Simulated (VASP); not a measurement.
Consider the following.

```
Au
1.0
    0.00000     2.07725     2.07725
    2.07725     0.00000     2.07725
    2.07725     2.07725     0.00000
Au
1
Direct
  0.00000   0.00000   0.00000
```

Level of theory: PBE GGA, VASP's PBE PAW potentials (set 64) (plane waves; VASP 6.6.1). Run with 520 eV cut-off, 17×17×17 Γ-centred mesh, tetrahedra with Blöchl corrections, potentials Au.

Unless said otherwise, spin-orbit coupling is left out, though it shifts the bands of the heavy elements here.

Task: Tabulate the total density of states (states/eV per cell) against energy (eV; zero at the valence-band maximum or, without a gap, the Fermi level).

Result: 
```tsv
E (eV)	DOS (states/eV)
-9.93	0.00
-9.71	0.00
-9.61	0.00
-9.39	0.00
-9.29	0.02
-9.07	0.05
-8.97	0.05
-8.75	0.07
-8.54	0.08
-8.43	0.09
-8.22	0.11
-8.11	0.12
-7.90	0.13
-7.68	0.16
-7.58	0.17
-7.36	0.20
-7.26	0.23
-7.04	0.30
-6.94	0.42
-6.72	0.71
-6.51	1.06
-6.40	1.35
-6.19	1.93
-6.08	2.05
-5.87	1.86
-5.65	1.79
-5.55	1.57
-5.33	1.21
-5.23	1.77
-5.01	2.07
-4.91	2.18
-4.69	2.20
-4.48	2.30
-4.37	2.73
-4.16	3.83
-4.05	2.70
-3.84	1.49
-3.62	1.98
-3.52	1.81
-3.30	2.30
-3.20	2.40
-2.98	2.07
-2.88	1.89
-2.66	1.74
-2.45	1.88
-2.34	2.04
-2.13	3.00
-2.02	3.29
-1.81	1.41
-1.59	0.31
-1.49	0.29
-1.27	0.28
-1.17	0.29
-0.95	0.30
-0.85	0.30
-0.63	0.29
-0.42	0.29
-0.31	0.29
-0.10	0.30
0.01	0.30
0.22	0.29
0.44	0.29
0.54	0.29
0.76	0.29
0.86	0.29
1.08	0.29
1.18	0.29
1.40	0.29
1.61	0.28
1.72	0.28
1.93	0.28
2.04	0.28
2.25	0.28
2.47	0.29
2.57	0.27
2.79	0.28
2.89	0.37
3.11	0.39
3.21	0.37
3.43	0.33
```
Within 2 eV below the Fermi level the largest weight inside VASP's projection spheres is Au d.

The compound is Au in the fcc structure. It was relaxed first, which changed the volume by +6 %.
